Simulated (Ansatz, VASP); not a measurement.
# CrSiTe3 in two plane-wave programs

Wanted: the spread between two codes on one cell, functional and k mesh. The cell is taken from a series of VASP runs on this material, whose earlier steps may have relaxed, scaled or displaced it; both programs get it as it stands.

Program: Ansatz 0.2.0. Level of theory: plane waves, with VASP 6.6.1 beside it; single point at PBEsol, DFT+U. Results are calculated unless marked as measured.

In doubt: warnings of the run leave room for a lower electronic state, so energies may not be the lowest and differences between runs may mislead.

## (1) The structure

It takes space group R-3 (No. 148, trigonal). The conventional cell has a = 6.831 Å, b = 6.831 Å, c = 21.773 Å, α = 90.00°, β = 90.00°, γ = 120.00°. Nearest to Cr lie 6 Te at 2.79 to 2.80 Å. Nearest to Si lie 1 Si at 2.27 Å and 3 Te at 2.53 Å. Te has 1 Si at 2.53 Å and 2 Cr at 2.79 to 2.80 Å nearest. Nearest to Te lie 1 Si at 2.53 Å and 2 Cr at 2.79 to 2.80 Å. Farther neighbours and most contacts between anions are not listed.

## (2) VASP: single point, PBEsol, DFT+U

A single point gives forces, pressure and levels at one fixed geometry, so differences don't come from the geometry; what else differs is listed under the comparison.

Lines of VASP's logs that name or quote its potential files are left out, and so is its time.

INCAR reads:

```
SYSTEM = CrSiTe3
PREC = Normal
ENCUT = 350
EDIFF = 1E-06
NELM = 150
ISMEAR = -1
SIGMA = 0.05
LREAL = Auto
ALGO = Normal
GGA = PS
NBANDS = 98
ISPIN = 2
MAGMOM = 3 -3 -3 3 0 0 0 0 0 0 0 0 0 0 0 0 0 0 0 0
LDAU = .TRUE.
LDAUTYPE = 2
LDAUL = 2 -1 -1
LDAUU = 3.5 0 0
LDAUJ = 0 0 0
LDAUPRINT = 1
LASPH = .TRUE.
LMAXMIX = 4
LORBIT = 11
LWAVE = .FALSE.
LCHARG = .FALSE.
KPAR = 4
AMIX = 0.2
BMIX = 1E-04
AMIX_MAG = 0.8
BMIX_MAG = 1E-04
```

POSCAR reads:

```
CrSiTe3
1.0
    3.4152614328      1.9718021076      7.2576780084
   -3.4152614328      1.9718021076      7.2576780084
    0.0000000000     -7.8872084304     14.5153560168
Cr Si Te
4 4 12
Direct
    0.6661873000      0.6661873000      0.3330936500
    0.6661873000      0.6661873000      0.8330936500
    0.3338127000      0.3338127000      0.1669063500
    0.3338127000      0.3338127000      0.6669063500
    0.0522024200      0.0522024200      0.0261012100
    0.0522024200      0.0522024200      0.5261012100
    0.9477975800      0.9477975800      0.4738987900
    0.9477975800      0.9477975800      0.9738987900
    0.7211835100      0.0776504400      0.2198738950
    0.7211835100      0.0776504400      0.7198738950
    0.4397477900      0.7211835100      0.0388252200
    0.4397477900      0.7211835100      0.5388252200
    0.0776504400      0.4397477900      0.3605917550
    0.0776504400      0.4397477900      0.8605917550
    0.9223495600      0.5602522100      0.1394082450
    0.9223495600      0.5602522100      0.6394082450
    0.5602522100      0.2788164900      0.4611747800
    0.5602522100      0.2788164900      0.9611747800
    0.2788164900      0.9223495600      0.2801261050
    0.2788164900      0.9223495600      0.7801261050
```

KPOINTS reads:

```
Automatic mesh
0
Gamma
6 6 3
0 0 0
```

Potentials, in the order of the species: Cr_pv, Si and Te (PBE family, release 64).

The run is started by

```bash
$ mpirun -np 4 vasp_std
```

Numbers of over 12 decimals in the logs are rounded to 6 here.

The log of the run:

```text
[banner, memory and clock lines left out]
running    4 mpi-ranks, on    1 nodes
 distrk:  each k-point on    1 cores,    4 groups
 distr:  one band on    1 cores,    1 groups

 POSCAR found type information on POSCAR CrSiTe
 POSCAR found :  3 types and      20 ions
|                                                                             |
|               ----> ADVICE to this user running VASP <----                  |
|                                                                             |
|     You enforced a specific xc type in the INCAR file but a different       |
|     [... a line on the potential file left out ...]
|     I HOPE YOU KNOW WHAT YOU ARE DOING!                                     |
|                                                                             |

 LDA part: xc-table for (Slater+PW92), standard interpolation
|                                                                             |
|           W    W    AA    RRRRR   N    N  II  N    N   GGGG   !!!           |
|           W    W   A  A   R    R  NN   N  II  NN   N  G    G  !!!           |
|           W    W  A    A  R    R  N N  N  II  N N  N  G       !!!           |
|           W WW W  AAAAAA  RRRRR   N  N N  II  N  N N  G  GGG   !            |
|           WW  WW  A    A  R   R   N   NN  II  N   NN  G    G                |
|           W    W  A    A  R    R  N    N  II  N    N   GGGG   !!!           |
|                                                                             |
|     Your reciprocal lattice and k-lattice belong to different lattice       |
|     classes:                                                                |
|                                                                             |
|        The reciprocal lattice is base-centered monoclinic,                  |
|        whereas your k-lattice is rhombohedral (trigonal).                   |
|                                                                             |
|     Results are often still useful ...                                      |
|                                                                             |

 POSCAR, INCAR and KPOINTS ok, starting setup
 FFT: planning ... GRIDC
 FFT: planning ... GRID_SOFT
 FFT: planning ... GRID
 WAVECAR not read
 entering main loop
       N       E                     dE             d eps       ncg     rms          rms(c)
DAV:   1     0.744141742029E+03    0.74414E+03   -0.48411E+04 25448   0.876E+02
DAV:   2    -0.251609900027E+02   -0.76930E+03   -0.72451E+03 25454   0.226E+02
DAV:   3    -0.984996951305E+02   -0.73339E+02   -0.71610E+02 27904   0.683E+01
DAV:   4    -0.101035460114E+03   -0.25358E+01   -0.25233E+01 26928   0.125E+01
DAV:   5    -0.101129163162E+03   -0.93703E-01   -0.93666E-01 30984   0.250E+00    0.303E+01
DAV:   6    -0.101408092207E+03   -0.27893E+00   -0.37977E+01 26624   0.282E+01    0.260E+01
DAV:   7    -0.997029964199E+02    0.17051E+01   -0.90065E+00 27826   0.186E+01    0.148E+01
DAV:   8    -0.100078145292E+03   -0.37515E+00   -0.15992E+00 25702   0.588E+00    0.982E+00
DAV:   9    -0.100012584980E+03    0.65560E-01   -0.73085E-01 26454   0.282E+00    0.541E+00
DAV:  10    -0.100140679579E+03   -0.12809E+00   -0.39652E-01 25992   0.402E+00    0.248E+00
DAV:  11    -0.100150686021E+03   -0.10006E-01   -0.52016E-02 25376   0.109E+00    0.145E+00
DAV:  12    -0.100150552088E+03    0.13393E-03   -0.13182E-02 28406   0.639E-01    0.907E-01
DAV:  13    -0.100152264800E+03   -0.17127E-02   -0.54211E-03 27104   0.257E-01    0.454E-01
DAV:  14    -0.100151946859E+03    0.31794E-03   -0.13315E-03 25280   0.248E-01    0.183E-01
DAV:  15    -0.100151970587E+03   -0.23728E-04   -0.24187E-04 25536   0.548E-02    0.792E-02
DAV:  16    -0.100151966516E+03    0.40703E-05   -0.35926E-05 26000   0.190E-02    0.371E-02
DAV:  17    -0.100151964306E+03    0.22108E-05   -0.97478E-06 29520   0.786E-03    0.201E-02
DAV:  18    -0.100151963440E+03    0.86581E-06   -0.28804E-06 21492   0.556E-03
   1 F= -.10015196E+03 E0= -.10015156E+03  d E =-.806126E-03  mag=     0.0000
```

Parts of OUTCAR (step 2):

```text
ion  position               nearest neighbor table
   1  0.666  0.666  0.333-  13 2.79   9 2.79  12 2.79  19 2.80  15 2.80  17 2.80
   2  0.666  0.666  0.833-  14 2.79  10 2.79  11 2.79  20 2.80  16 2.80  18 2.80
   3  0.334  0.334  0.167-  15 2.79  19 2.79  18 2.79   9 2.80  13 2.80  11 2.80
   4  0.334  0.334  0.667-  16 2.79  20 2.79  17 2.79  10 2.80  14 2.80  12 2.80
   5  0.052  0.052  0.026-   8 2.27  11 2.53  14 2.53   9 2.53
   6  0.052  0.052  0.526-   7 2.27  12 2.53  13 2.53  10 2.53
   7  0.948  0.948  0.474-   6 2.27  17 2.53  16 2.53  19 2.53
   8  0.948  0.948  0.974-   5 2.27  18 2.53  15 2.53  20 2.53
   9  0.721  0.078  0.220-   5 2.53   1 2.79   3 2.80
  10  0.721  0.078  0.720-   6 2.53   2 2.79   4 2.80
  11  0.440  0.721  0.039-   5 2.53   2 2.79   3 2.80
  12  0.440  0.721  0.539-   6 2.53   1 2.79   4 2.80
  13  0.078  0.440  0.361-   6 2.53   1 2.79   3 2.80
  14  0.078  0.440  0.861-   5 2.53   2 2.79   4 2.80
  15  0.922  0.560  0.139-   8 2.53   3 2.79   1 2.80
  16  0.922  0.560  0.639-   7 2.53   4 2.79   2 2.80
  17  0.560  0.279  0.461-   7 2.53   4 2.79   1 2.80
  18  0.560  0.279  0.961-   8 2.53   3 2.79   2 2.80
  19  0.279  0.922  0.280-   7 2.53   3 2.79   1 2.80
  20  0.279  0.922  0.780-   8 2.53   4 2.79   2 2.80

  LATTYP: Found a base centered monoclinic cell.
 ALAT       =    15.0415283299
 B/A-ratio  =     0.4541109597
 C/A-ratio  =     0.7865432545
 COS(beta)  =    -0.2621810848

 Subroutine GETGRP returns: Found  2 space group operations
 (whereof  2 operations were pure point group operations)

The static configuration has the point symmetry S_2 .

 Found     56 irreducible k-points:

   k-points           NKPTS =     56   k-points in BZ     NKDIM =     56   number of bands    NBANDS=     98

   dimension x,y,z NGX =    40 NGY =   40 NGZ =   80
   dimension x,y,z NGXF=    80 NGYF=   80 NGZF=  160

   ENCUT  =  350.0 eV  25.72 Ry    5.07 a.u.  12.60 12.60 25.20*2*pi/ulx,y,z

   NELECT =     136.0000    total number of electrons

 k-points in reciprocal lattice and weights: Automatic mesh
   0.00000000  0.00000000  0.00000000       0.009
   0.16666667  0.00000000  0.00000000       0.019
   0.00000000 -0.16666667  0.00000000       0.019
   0.33333333 -0.00000000  0.00000000       0.019
   0.00000000 -0.33333333  0.00000000       0.019
   0.50000000  0.00000000  0.00000000       0.009
   0.00000000  0.50000000  0.00000000       0.009
   0.16666667  0.16666667  0.00000000       0.019
   0.33333333  0.16666667  0.00000000       0.019
[...]
0.33333333  0.16666667 -0.33333333       0.019
  -0.16666667 -0.16666667  0.33333333       0.019

atom =   1  type =  1  l = 2

 onsite density matrix

spin component  1

  0.7782  0.1742 -0.0002  0.0015 -0.0003
[...]
k-point     2 :       0.1667    0.0000    0.0000
  band No.  band energies     occupation
    ...
     64       4.1475      1.00000
     65       4.2123      1.00000
     66       4.2857      1.00000
     67       4.4962      1.00000
     68       4.6560      0.99993
     69       5.7537      0.00000
     70       5.8552      0.00000
     71       5.9923      0.00000
     72       6.2255      0.00000
     73       6.6254      0.00000
    ...

 k-point     3 :       0.0000   -0.1667    0.0000
  band No.  band energies     occupation
    ...
     64       4.1719      1.00000
     65       4.1962      1.00000
     66       4.3002      1.00000
     67       4.5001      1.00000
     68       4.6856      0.99988
     69       5.6665      0.00003
     70       5.9140      0.00000
     71       6.0490      0.00000
     72       6.2049      0.00000
     73       6.6129      0.00000
    ...

 k-point     4 :       0.3333   -0.0000    0.0000
  band No.  band energies     occupation
    ...
     64       3.9085      1.00000
     65       4.0873      1.00000
     66       4.1749      1.00000
     67       4.3598      1.00000
     68       4.4504      1.00000
     69       5.6487      0.00004
     70       5.7574      0.00000
     71       5.9787      0.00000
     72       6.1551      0.00000
     73       6.6296      0.00000
    ...

 k-point     5 :       0.0000   -0.3333    0.0000
  band No.  band energies     occupation
    ...
     64       3.9090      1.00000
     65       3.9926      1.00000
     66       4.1781      1.00000
     67       4.3941      1.00000
     68       4.4963      1.00000
     69       5.5299      0.00039
     70       5.8276      0.00000
     71       6.0510      0.00000
     72       6.1060      0.00000
     73       6.6481      0.00000
    ...

 k-point     6 :       0.5000    0.0000    0.0000
  band No.  band energies     occupation
    ...
     64       3.9271      1.00000
     65       3.9514      1.00000
     66       4.0536      1.00000
     67       4.3607      1.00000
     68       4.3763      1.00000
     69       5.5113      0.00056
     70       5.7931      0.00000
     71       5.9882      0.00000
     72       6.0173      0.00000
     73       6.6125      0.00000
    ...

 spin component 2
 k-point     1 :       0.0000    0.0000    0.0000
  band No.  band energies     occupation
    ...
     64       4.1098      1.00000
     65       4.4074      1.00000
     66       4.4908      1.00000
     67       4.8748      0.99475
     68       4.8873      0.99328
     69       5.6308      0.00005
     70       5.9074      0.00000
     71       6.2231      0.00000
     72       6.2486      0.00000
     73       6.6149      0.00000
    ...

  Total       -3.2866949     -2.8246526      0.8670925      0.0140089     -0.0125809      0.2610142
  in kB       -8.9784992     -7.7163052      2.3686984      0.0382691     -0.0343682      0.7130310
  external PRESSURE =      -4.7753687 kB  Pullay stress =       0.0000000 kB

  energy-cutoff  :      350.00
  volume of cell :      586.50
      direct lattice vectors                 reciprocal lattice vectors
     3.415261433  1.971802108  7.257678008     0.146401677  0.084525047  0.045928372
    -3.415261433  1.971802108  7.257678008    -0.146401677  0.084525047  0.045928372
     0.000000000 -7.887208430 14.515356017     0.000000000 -0.084525047  0.022964186

 POSITION                                       TOTAL-FORCE (eV/Angst)
 -----------------------------------------------------------------------------------
      0.00000     -0.00000     14.50492         0.001474      0.009110     -0.004672
      0.00000     -3.94360     21.76260         0.001474      0.009110     -0.004672
      0.00000      0.00000      7.26812        -0.001474     -0.009110      0.004672
      0.00000     -3.94360     14.52579        -0.001474     -0.009110      0.004672
      0.00000      0.00000      1.13661        -0.033488      0.004069      0.027521
      0.00000     -3.94360      8.39428        -0.033488      0.004069      0.027521
      0.00000      0.00000     20.63643         0.033488     -0.004069     -0.027521
      0.00000     -3.94360     27.89411         0.033488     -0.004069     -0.027521
      2.19783     -0.15905      8.98923        -0.041731     -0.014057      0.179236
      2.19783     -4.10265     16.24691        -0.041731     -0.014057      0.179236
     -0.96118      1.98290      8.98923         0.103213     -0.018442      0.098496
     -0.96118     -1.96070     16.24691         0.103213     -0.018442      0.098496
     -1.23666     -1.82386      8.98923        -0.018049      0.025918      0.174399
     -1.23666     -5.76746     16.24691        -0.018049      0.025918      0.174399
      1.23666      1.82386     12.78381         0.018049     -0.025918     -0.174399
      1.23666     -2.11975     20.04148         0.018049     -0.025918     -0.174399
      0.96118     -1.98290     12.78381        -0.103213      0.018442     -0.098496
      0.96118     -5.92651     20.04148        -0.103213      0.018442     -0.098496
     -2.19783      0.15905     12.78381         0.041731      0.014057     -0.179236
     -2.19783     -3.78456     20.04148         0.041731      0.014057     -0.179236
 -----------------------------------------------------------------------------------
    total drift:                               -0.000000     -0.000000      0.000000

  FREE ENERGIE OF THE ION-ELECTRON SYSTEM (eV)
  ---------------------------------------------------
  free  energy   TOTEN  =      -100.1519634399 eV

  energy  without entropy=     -100.1511573141  energy(sigma->0) =     -100.15156038

 total charge
# of ion       s       p       d       tot
------------------------------------------
    1        0.252   6.214   4.046  10.512
    2        0.252   6.214   4.046  10.512
    3        0.252   6.214   4.046  10.512
    4        0.252   6.214   4.046  10.512
    5        0.774   0.856   0.000   1.630
    6        0.774   0.856   0.000   1.630
    7        0.774   0.856   0.000   1.630
    8        0.774   0.856   0.000   1.630
    9        1.382   1.991   0.035   3.408
   10        1.382   1.991   0.035   3.408
   11        1.382   1.988   0.035   3.405
   12        1.382   1.988   0.035   3.405
   13        1.382   1.992   0.035   3.408
   14        1.382   1.992   0.035   3.408
   15        1.382   1.992   0.035   3.408
   16        1.382   1.992   0.035   3.408
   17        1.382   1.988   0.035   3.405
   18        1.382   1.988   0.035   3.405
   19        1.382   1.991   0.035   3.408
   20        1.382   1.991   0.035   3.408
--------------------------------------------------
tot         20.686  52.163  16.606  89.455

 magnetization (x)
# of ion       s       p       d       tot
------------------------------------------
    1        0.033   0.036   3.387   3.457
    2       -0.033  -0.036  -3.387  -3.457
    3       -0.033  -0.036  -3.387  -3.457
    4        0.033   0.036   3.387   3.457
    5       -0.001  -0.011   0.000  -0.012
    6        0.001   0.011   0.000   0.012
    7        0.001   0.011   0.000   0.012
    8       -0.001  -0.011   0.000  -0.012
    9       -0.001  -0.003  -0.000  -0.004
   10        0.001   0.003   0.000   0.004
   11        0.004   0.151  -0.004   0.151
   12       -0.004  -0.151   0.004  -0.151
   13        0.001  -0.001   0.000   0.001
   14       -0.001   0.001  -0.000  -0.001
   15       -0.001   0.001  -0.000  -0.001
   16        0.001  -0.001   0.000   0.001
   17       -0.004  -0.151   0.004  -0.151
   18        0.004   0.151  -0.004   0.151
   19        0.001   0.003   0.000   0.004
   20       -0.001  -0.003  -0.000  -0.004
--------------------------------------------------
tot          0.000   0.000   0.000   0.000
```

The magnetic state follows from one typed start and may not be the lowest.

(Part 1 of 2 ends here.)

[Lines on the potential files, build, host, timing and source positions are cut from VASP's logs without a mark.]

[Logs are printed without paths, hosts, clocks, repeated set-up lines and the standing remarks that a program may print on its own settings, such as how far it seeks lower states.]

[Hosts, paths, dates, database ids (printed as entryN), source tags and the programs' standing remarks are cut or masked in the printed files.]
